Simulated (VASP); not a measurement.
Here is the system:

Rb has the cubic space group Im-3m (No. 229), the bcc (W type) structure, Pearson symbol cI2. Lattice parameters: a = b = c = 5.662 Å, α = β = γ = 90.00°. Rb on 2a is coordinated by 8 Rb at 4.903 Å and 6 Rb at 5.662 Å. (Neighbours: up to the widest gap in distance over summed covalent radii, below 1.35, at either atom.)
(The calculation used a cell of 1 atom; values per cell refer to that cell.)

These are PW91 GGA, VASP's PBE PAW potentials (set 64) (plane waves; VASP) values and carry that method's errors. Settings: 520 eV cut-off, 9×9×9 Γ-centred mesh, first-order Methfessel-Paxton smearing of 0.10 eV, potentials Rb_sv.

Task: Give the energy at these volumes per atom, relative to the lowest: 85.55, 88.28, 91.02, 93.75, 96.48 Å³.

Result: 2.8, 0.6, 0.0, 0.8, 2.8 meV/atom. A third-order Birch-Murnaghan fit gives B0 = 2.8 GPa and B0′ = 3.8.

Measured: a 5.576 Å at 0 K (computed value off by +1.5 %), as given by Gábor I. Csonka et al., Physical Review B (2009), arXiv:0903.4037 [low-temperature or extrapolated to 0 K; zero-point anharmonic expansion removed].

The compound is Rb in the bcc structure. It was relaxed first.
